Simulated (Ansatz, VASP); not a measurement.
## Sn2Ge (antifluorite type (invented)): VASP beside Ansatz

Aim: how closely do two programs agree when they are given the same cell, functional and k mesh? The cell is generated by rule, not measured, and may not be a known phase. Of the first pair: The two relaxations start from unlike cells of this crystal (the structure described is Ansatz's start), so only their ends are compared.

Calculated with Ansatz 0.2.0; plane waves, with VASP 6.6.1 beside it; relaxation of cell and atoms at PBEsol.

## 1. Starting point

Symmetry: Fm-3m, No. 225, cubic system. Conventional cell: a = 6.232 Å, b = 6.232 Å, c = 6.232 Å, α = 90.00°, β = 90.00°, γ = 90.00°. Nearest to Ge lie 8 Sn at 2.70 Å. Nearest to Sn lie 4 Ge at 2.70 Å. Farther neighbours are not listed.

## 2. VASP: relaxation of cell and atoms, PBEsol, pair 1

The relaxed volume is the usual yardstick between codes: in a stiff, nearly cubic crystal its relative difference is about their pressure difference at one cell divided by the bulk modulus.

Lines of VASP's logs that name or quote its potential files are left out, and so is its time.

INCAR

```
SYSTEM = Sn2Ge
PREC = Accurate
ENCUT = 500
EDIFF = 1E-07
NELM = 120
ISMEAR = 0
SIGMA = 0.1
LREAL = .FALSE.
ALGO = Normal
GGA = PS
NBANDS = 27
LORBIT = 11
LWAVE = .FALSE.
LCHARG = .FALSE.
ISIF = 3
IBRION = 2
NSW = 80
EDIFFG = -0.005
LASPH = .TRUE.
GGA_COMPAT = .FALSE.
NELMIN = 4
```

POSCAR

```
Sn2Ge
1.0
    0.0000000000      3.4314438375      3.4314438375
    3.4314438375      0.0000000000      3.4314438375
    3.4314438375      3.4314438375      0.0000000000
Ge Sn
1 2
Direct
    0.0000000000      0.0000000000      0.0000000000
    0.2500000000      0.2500000000      0.2500000000
    0.7500000000      0.7500000000      0.7500000000
```

KPOINTS

```
Automatic mesh
0
Gamma
6 6 6
0 0 0
```

PAW data sets: Ge_d and Sn_d (PBE family, release 64).

Started as:

```sh
mpirun -np 1 vasp_std
```

Numbers of over 12 decimals in the logs are rounded to 6 here.

Output:

```text
[banner, memory and clock lines left out]
running    1 mpi-ranks, on    1 nodes
 distrk:  each k-point on    1 cores,    1 groups
 distr:  one band on    1 cores,    1 groups

 POSCAR found type information on POSCAR GeSn
 POSCAR found :  2 types and       3 ions
|                                                                             |
|               ----> ADVICE to this user running VASP <----                  |
|                                                                             |
|     You enforced a specific xc type in the INCAR file but a different       |
|     [... a line on the potential file left out ...]
|     I HOPE YOU KNOW WHAT YOU ARE DOING!                                     |
|                                                                             |

 LDA part: xc-table for (Slater+PW92), standard interpolation
 POSCAR, INCAR and KPOINTS ok, starting setup
 FFT: planning ... GRIDC
 FFT: planning ... GRID_SOFT
 FFT: planning ... GRID
 WAVECAR not read
 entering main loop
       N       E                     dE             d eps       ncg     rms          rms(c)
DAV:   1     0.346613301378E+03    0.34661E+03   -0.21761E+04   900   0.303E+03
DAV:   2     0.411345709403E+02   -0.30548E+03   -0.30132E+03   864   0.609E+02
DAV:   3    -0.105029143403E+02   -0.51637E+02   -0.51093E+02   979   0.194E+02
DAV:   4    -0.130431897368E+02   -0.25403E+01   -0.25224E+01  1002   0.480E+01
DAV:   5    -0.131055575675E+02   -0.62368E-01   -0.62357E-01   986   0.775E+00    0.263E+00
DAV:   6    -0.129786601441E+02    0.12690E+00   -0.22612E-01  1052   0.403E+00    0.141E+00
DAV:   7    -0.129574999733E+02    0.21160E-01   -0.93404E-02  1071   0.233E+00    0.384E-01
DAV:   8    -0.129555238512E+02    0.19761E-02   -0.11714E-02  1017   0.125E+00    0.851E-02
DAV:   9    -0.129553326802E+02    0.19117E-03   -0.19637E-03  1126   0.512E-01    0.489E-02
DAV:  10    -0.129553515299E+02   -0.18850E-04   -0.27381E-04   999   0.138E-01    0.225E-02
DAV:  11    -0.129553481315E+02    0.33985E-05   -0.51928E-05  1188   0.711E-02    0.761E-03
DAV:  12    -0.129553472046E+02    0.92683E-06   -0.94353E-06   903   0.272E-02    0.235E-03
DAV:  13    -0.129553476210E+02   -0.41642E-06   -0.61765E-07  1049   0.102E-02    0.109E-03
DAV:  14    -0.129553475950E+02    0.26080E-07   -0.16068E-07   601   0.557E-03
   1 F= -.12955348E+02 E0= -.12948601E+02  d E =-.129553E+02
 curvature:   0.00 expect dE= 0.000E+00 dE for cont linesearch  0.000E+00
 trial: gam= 0.00000 g(F)=  0.682E-48 g(S)=  0.390E-04 ort = 0.000E+00 (trialstep = 0.100E+01)
 search vector abs. value=  0.390E-04
 bond charge predicted
       N       E                     dE             d eps       ncg     rms          rms(c)
DAV:   1    -0.129562257042E+02   -0.87808E-03   -0.17061E-02  1068   0.194E+00    0.162E-01
DAV:   2    -0.129555513298E+02    0.67437E-03   -0.11543E-03  1050   0.500E-01    0.752E-02
DAV:   3    -0.129553812344E+02    0.17010E-03   -0.45756E-04  1153   0.293E-01    0.141E-02
DAV:   4    -0.129553675675E+02    0.13667E-04   -0.21626E-05  1035   0.599E-02    0.464E-03
DAV:   5    -0.129553664592E+02    0.11083E-05   -0.11105E-06  1082   0.114E-02    0.209E-03
DAV:   6    -0.129553663599E+02    0.99337E-07   -0.81328E-08   479   0.348E-03
   2 F= -.12955366E+02 E0= -.12948592E+02  d E =-.187649E-04
 trial-energy change:   -0.000019  1 .order   -0.000010   -0.000039    0.000020
 step:   0.8079(harm=  0.6625)  dis= 0.00000  next Energy=   -12.955368 (dE=-0.206E-04)
 reached required accuracy - stopping structural energy minimisation
```

From OUTCAR (step 2):

```text
ion  position               nearest neighbor table
   1  0.000  0.000  0.000-   3 2.97   3 2.97   3 2.97   2 2.97   3 2.97   2 2.97   2 2.97   2 2.97

  LATTYP: Found a face centered cubic cell.
 ALAT       =     6.8628876750

 Subroutine GETGRP returns: Found 48 space group operations
 (whereof 48 operations were pure point group operations)

The static configuration has the point symmetry O_h .

 Found     16 irreducible k-points:

   k-points           NKPTS =     16   k-points in BZ     NKDIM =     16   number of bands    NBANDS=     27

   dimension x,y,z NGX =    36 NGY =   36 NGZ =   36
   dimension x,y,z NGXF=    72 NGYF=   72 NGZF=   72

   ENCUT  =  500.0 eV  36.75 Ry    6.06 a.u.   8.85  8.85  8.85*2*pi/ulx,y,z

   NELECT =      42.0000    total number of electrons

 k-points in reciprocal lattice and weights: Automatic mesh
   0.00000000  0.00000000  0.00000000       0.005
   0.16666667  0.00000000  0.00000000       0.037
   0.33333333  0.00000000  0.00000000       0.037
   0.50000000  0.00000000  0.00000000       0.019
   0.16666667  0.16666667  0.00000000       0.028
   0.33333333  0.16666667  0.00000000       0.111
   0.50000000  0.16666667  0.00000000       0.111
  -0.33333333  0.16666667  0.00000000       0.111
  -0.16666667  0.16666667  0.00000000       0.056
[...]
-0.33333333  0.33333333  0.16666667       0.111
  -0.33333333  0.50000000  0.16666667       0.056

 average (electrostatic) potential at core
       1 -72.3406       2-100.3261       3-100.3261

 E-fermi :   6.3455

 k-point     1 :       0.0000    0.0000    0.0000
  band No.  band energies     occupation
    ...
     20       5.4935      2.00000
     21       5.4935      2.00000
     22       5.5688      2.00000
     23       5.5688      2.00000
     24       5.5688      2.00000
     25      10.1591      0.00000
     26      10.1591      0.00000
     27      10.1591      0.00000

 k-point     2 :       0.1667    0.0000    0.0000
  band No.  band energies     occupation
    ...
     19       4.7706      2.00000
     20       4.7706      2.00000
     21       5.4155      2.00000
     22       6.3275      1.20124
     23       6.3275      1.20124
     24       7.9029      0.00000
     25       9.6869      0.00000
     26       9.6869      0.00000
     27       9.9417      0.00000

 k-point     3 :       0.3333    0.0000    0.0000
  band No.  band energies     occupation
    ...
     16      -4.0815      2.00000
     17      -0.5085      2.00000
     18       1.9127      2.00000
     19       4.3223      2.00000
     20       4.3223      2.00000
     21       6.4173      0.31006
     22       6.4772      0.06248
     23       6.4772      0.06248
     24       9.0118      0.00000
     25      10.2457      0.00000
    ...

  Total       -0.0144873     -0.0144873     -0.0144873     -0.0000000     -0.0000000      0.0000000
  in kB       -0.2868406     -0.2868406     -0.2868406     -0.0000000     -0.0000000      0.0000000
  external PRESSURE =      -0.2868406 kB  Pullay stress =       0.0000000 kB

  energy-cutoff  :      500.00
  volume of cell :       80.92
      direct lattice vectors                 reciprocal lattice vectors
     0.000000000  3.433012872  3.433012872    -0.145644662  0.145644662  0.145644662
     3.433012872  0.000000000  3.433012872     0.145644662 -0.145644662  0.145644662
     3.433012872  3.433012872  0.000000000     0.145644662  0.145644662 -0.145644662

 POSITION                                       TOTAL-FORCE (eV/Angst)
 -----------------------------------------------------------------------------------
      3.43301      0.00000      3.43301         0.000000      0.000000     -0.000000
      1.71651      1.71651      1.71651         0.000000     -0.000000      0.000000
      5.14952      5.14952      5.14952        -0.000000      0.000000     -0.000000
 -----------------------------------------------------------------------------------
    total drift:                                0.000000      0.000000      0.000000

  FREE ENERGIE OF THE ION-ELECTRON SYSTEM (eV)
  ---------------------------------------------------
  free  energy   TOTEN  =       -12.9553663599 eV

  energy  without entropy=      -12.9418167935  energy(sigma->0) =      -12.94859158

 reached required accuracy - stopping structural energy minimisation

 total charge
# of ion       s       p       d       tot
------------------------------------------
    1        1.264   0.979  10.013  12.257
    2        1.288   0.899   9.978  12.165
    3        1.288   0.899   9.978  12.165
--------------------------------------------------
tot          3.841   2.778  29.968  36.587

[... 3 further parts left out ...]
```

The k-mesh is coarse for a metal.

## 3. Ansatz: relaxation of cell and atoms, PBEsol, pair 1

Ansatz runs on its default PAW (the set named soft_2) files.

Its own start cell and the same functional, mesh and smearing now go to Ansatz, which takes its cutoff from its data sets.

input.yaml

```yaml
crystal:
  lattice:
    - [0.0, 3.11607, 3.11607]
    - [3.11607, 0.0, 3.11607]
    - [3.11607, 3.11607, 0.0]
  atoms:
    - { symbol: Ge, position: [0.0, 0.0, 0.0] }
    - { symbol: Sn, position: [0.25, 0.25, 0.25] }
    - { symbol: Sn, position: [0.75, 0.75, 0.75] }
kpoints:
  mp_grid: { grid: [6, 6, 6] }
hamiltonian:
  xc: pbesol
scf:
  occupations: { method: gaussian, width: 0.1 }
output:
  forces: true
  stress: true
  eigenvalues: true
relax:
  adjacent_minimum: "off"
  f_tol: 0.05
  max_steps: 80
  cell: { stress_tol: 0.5 }
```

Started as:

```sh
ansatz run input.yaml --threads 2 --pin off --max-ram 5120MiB --backend cpu --events-out ev --progress --plain --runs-dir out
```

Output:

```text
The last accepted step is kept in <dir> (removed where the run ends without a failure and the disk answers)
Engine: ansatz 0.2.0, aarch64-unknown-linux-gnu
Pseudopotentials: kind: paw
Pseudopotential: Ge, paw, valence charge 14, recommended cutoff 420 eV (normal), Ge.paw.azcp
Pseudopotential: Sn, paw, valence charge 14, recommended cutoff 420 eV (normal), Sn.paw.azcp
Functional definition: PBEsol
  exchange = pbesol_x
  correlation = pbesol_c
Crystal: 3 atoms, lattice volume = 60.513 Å³
Basis set: ecut = 420 eV, 1243 PW (Γ), exchange–correlation on 60×60×60 points (8 copies of the dense FFT grid, shifted against one another)
Bands: 26, of which v1, the nominal top of the filled ones, is band 21 counted from 1 (20 counted from 0)
Symmetry: 48 space group operations
Space group: Fm-3m (ITA 225), of the structure as read, at distance tolerance 3.9e-5 Å
k-points: 16 of 216
Non-local potential: Ge, projectors of the file, l = 0: 2, l = 1: 2, l = 2: 3, l = 3: 1
Non-local potential: Sn, projectors of the file, l = 0: 2, l = 1: 2, l = 2: 2, l = 3: 2
PAW form: soft (Blöchl's): semilocal exchange-correlation on the pseudo side does not see the compensation charge
PAW frozen core: Ge, regenerated for the run's functional, and the local potential with it (the file was generated under x = pbe(κ = 0.804, μ = 0.219515), c = pbe(β = 0.066725))
PAW frozen core: Sn, regenerated for the run's functional, and the local potential with it (the file was generated under x = pbe(κ = 0.804, μ = 0.219515), c = pbe(β = 0.066725))
PAW one-centre angular grid: Ge, 590 points (default); XC on 64 Gauss nodes
PAW one-centre angular grid: Sn, 590 points (default); XC on 64 Gauss nodes
Initial density: superposition of atomic densities (neutral atoms: chi_scale 0, normalization atom), corrected by the library's trained network
Initial wavefunctions: pseudopotential atomic-orbital guess
Functional: x = pbesol(κ = 0.804, μ = 0.123457), c = pbesol(β = 0.046)
SCF iter   1: F=—  HF=-16151.174035 eV  |F-HF|=—  |Δ(HF+E_count)|=         —  Δρ=3.51e-3  dr2=4.33e-3  ethr=1.77e-3  ⟨swp⟩=5.9  Hψ=1848  notcnv=0
preconditioner: auto → none  [insulator: Δε(μ)=0.317 eV  Ē_g=21.355 eV  σ=0.100 eV  W_gap=0.66  n_scr=14 (ndim 8)  ℏωp=30.9 eV  f_vac=0.006  D(μ)=4.16/eV (n_scr^D=58)  ε∞_Penn≈3.1]
SCF iter   2: F=—  HF=-16151.169687 eV  |F-HF|=—  |Δ(HF+E_count)|=   4.35e-3  Δρ=1.74e-3  dr2=6.39e-4  ethr=1.03e-5  ⟨swp⟩=2.3  Hψ=821  notcnv=0
SCF iter   3: F=—  HF=-16151.169569 eV  |F-HF|=—  |Δ(HF+E_count)|=   1.18e-4  Δρ=4.10e-4  dr2=7.86e-5  ethr=1.52e-6  ⟨swp⟩=2.0  Hψ=747  notcnv=0
SCF iter   4: F=—  HF=-16151.169527 eV  |F-HF|=—  |Δ(HF+E_count)|=   4.21e-5  Δρ=1.56e-4  dr2=5.34e-6  ethr=1.87e-7  ⟨swp⟩=2.0  Hψ=747  notcnv=0
SCF iter   5: F=—  HF=-16151.169529 eV  |F-HF|=—  |Δ(HF+E_count)|=   2.32e-6  Δρ=4.02e-5  dr2=5.12e-7  ethr=1.27e-8  ⟨swp⟩=2.0  Hψ=747  notcnv=0
SCF iter   6: F=-16151.169529 eV  HF=-16151.169529 eV  |F-HF|=3.87e-10  |Δ(HF+E_count)|=   2.73e-7  Δρ=2.83e-6  dr2=2.84e-9  ethr=2.38e-10  ⟨swp⟩=7.5  Hψ=1969  notcnv=0
SCF 1 converged in 6 iterations: F = -16151.169529 eV  dr2 = 2.84e-9
  greatest PAW one-centre occupation: 0.998 electrons in one spin orbital (limit 2), on the Ge atom at site 0 (counted from 0), in its partial waves of l = 2
relax step   1: F+E_penalty+E_count = -16151.16952902 eV  Δ(F+E_penalty+E_count) = +0.000e0 eV  max|allowed force component| = 2.082e-17 eV/Å  Δτ_max = 0.0000 Å  P = +28.292 GPa  Ω = 60.513 Å³  (6 SCF iters, dr2 threshold 1.00e-7 eV, accepted)
[...]
relax step   3: F+E_penalty+E_count = -16152.51805025 eV  Δ(F+E_penalty+E_count) = -2.786e-1 eV  max|allowed force component| = 1.041e-16 eV/Å  Δτ_max = 0.0000 Å  P = +2.829 GPa  Ω = 76.832 Å³  energy of the carried Pulay correction = -5.638e-3 eV  (6 SCF iters, dr2 threshold 3.00e-7 eV, accepted)
[...]
relax step   4: F+E_penalty+E_count = -16152.54705254 eV  Δ(F+E_penalty+E_count) = -2.900e-2 eV  max|allowed force component| = 1.264e-16 eV/Å  Δτ_max = 0.0000 Å  P = +0.520 GPa  Ω = 79.759 Å³  energy of the carried Pulay correction = -6.513e-3 eV  (5 SCF iters, dr2 threshold 3.00e-7 eV, accepted)
[...]
relax step   5: F+E_penalty+E_count = -16152.54805559 eV  Δ(F+E_penalty+E_count) = -1.003e-3 eV  max|allowed force component| = 1.218e-16 eV/Å  Δτ_max = 0.0000 Å  P = +0.014 GPa  Ω = 80.498 Å³  energy of the carried Pulay correction = -6.728e-3 eV  (4 SCF iters, dr2 threshold 3.00e-7 eV, accepted)
[...]
relax step   6: F+E_penalty+E_count = -16152.56138259 eV  Δ(F+E_penalty+E_count) = -1.333e-2 eV  max|allowed force component| = 9.252e-17 eV/Å  Δτ_max = 0.0000 Å  P = +0.293 GPa  Ω = 80.498 Å³  stress off target by 2.93e-1 GPa  SCF on the basis re-selected at this cell (its energy is not comparable with the rows above)  (7 SCF iters)
basis re-selected at this cell: Δ(F+E_penalty+E_count) = -1.333e-2 eV, ΔP = +0.279 GPa vs the last step (what re-selecting the basis moved, of the pressure what is left beyond the Pulay correction that the steps carried, after the strain that the cell walked since its last selection, with what the two solves' SCF thresholds leave and, on support functions, any second-order correction that the steps lacked; it is no measure of the basis error at this ecutwfc). The dense FFT grid was sized anew with the basis: this SCF ran on 36×36×36 points, the steps before it on 30×30×30, so part of this shift can come from that change (see relax.cell in the input reference). [rest of the remark cut]
SCF converged after 7 iterations
Free energy (F): -16152.561383 eV
Harris-Foulkes:  -16152.561383 eV  (|F-HF|=2.55e-11)
Internal energy: -16152.548051 eV  (E = F + TS)
E sigma→0 (E₀):  -16152.554717 eV
Entropy (-TS):   -0.013331 eV (-4.444 meV/atom)
Fermi energy:    9.280121 eV
--- Per-component energies (eV) ---
  E_band       = -334.885155
  E_kinetic    = 483.909841
  E_local      = -4326.521533  (includes V_loc(G=0)·N_el)
  E_nonlocal   = 355.167378
  E_hartree    = 2211.341732
  E_xc         = -834.452396
  E_vxc        = -259.356019  (∫ρ·V_xc dr)
  E_paw        = -10102.436036  (= ΣΔE_a)
  E_vpaw       = -1010.768320  (= ΣTr[D̂ρ^β])
  E_aug_tail   = 0.000206  (compensation charges beyond the density's cutoff)
  E_ewald      = -3941.044860
  E_core_change = 1.487616  (= ΣΔE_core)
  E_smearing   = -0.013331  (= −TS)
  E_closure    = -0.000000  (closes the sum)
  Σ components = -16152.561383   (vs F -16152.561383, Δ=0.00e0)
--- Forces (eV/Å), atoms counted from 1 ---
  atom   1  Ge    -0.00000000     0.00000000    -0.00000000
  atom   2  Sn     0.00000000    -0.00000000    -0.00000000
  atom   3  Sn    -0.00000000     0.00000000     0.00000000
  max |Σ_I F_I| component: 1.39e-17 eV/Å
--- Stress (GPa, compression-positive) ---
        0.292727      -0.000000      -0.000000
       -0.000000       0.292727       0.000000
       -0.000000      -0.000000       0.292727
  P = ⅓ Tr σ = 0.2927 GPa (2.927 kbar)
--- Band table (eV; the first three rows and the last of 16) ---
  k-point 0: bands = [... 17 lower, 6.0125, 8.4218, 8.4218, 8.4218, 8.4975, 8.4975, 8.4975, 13.1043, ... 1 higher]
  k-point 1: bands = [... 17 lower, 5.3799, 7.6957, 7.6957, 8.3584, 9.2598, 9.2598, 10.8455, 12.6260, ... 1 higher]
  k-point 2: bands = [... 17 lower, 4.8609, 7.2455, 7.2455, 9.3680, 9.4089, 9.4089, 11.9580, 13.1883, ... 1 higher]
  k-point 15: bands = [... 17 lower, 2.4153, 5.0481, 7.3178, 9.2024, 10.4212, 12.3282, 14.0212, 14.6799, ... 1 higher]
--- Relaxed structure (5 steps of the walk, 5 accepted, 1 SCFs on fresh bases) ---
  F+E_penalty+E_count = -16152.56138259 eV   max|allowed force component| = 9.252e-17 eV/Å   (the final SCF, on the basis selected at the relaxed cell)
  cell:  # Å, volume = 80.4985 Å³
    - [0, 3.427040, 3.427040]
    - [3.427040, 0, 3.427040]
    - [3.427040, 3.427040, 0]
  atoms:
    - { symbol: Ge, position: [0, 0, 0] }
    - { symbol: Sn, position: [0.25, 0.25, 0.25] }
    - { symbol: Sn, position: [0.750000, 0.750000, 0.750000] }
```

## 4. Differences

Known differences besides the potentials themselves: the cutoff is 420 eV in Ansatz and 500 eV in VASP; Ansatz makes its cores anew for this functional, VASP keeps those of its PBE data sets; Ansatz adds a Pulay correction to the stress that steers its cell, VASP none. Total energies have different zeros and are not compared.

Both answers:

```
                                         quantity  Ansatz   VASP  difference
                                      volume (Å³)   80.50  80.92     -0.52 %
edge a after relaxation, in the typed setting (Å)   4.847  4.855     -0.17 %
```

(Continued in part 2 of 2.)

[Lines on the potential files, build, host, timing and source positions are cut from VASP's logs without a mark.]

[Logs are printed without paths, hosts, clocks, repeated set-up lines and the standing remarks that a program may print on its own settings, such as how far it seeks lower states.]

[Hosts, paths, dates, database ids (printed as entryN), source tags and the programs' standing remarks are cut or masked in the printed files.]
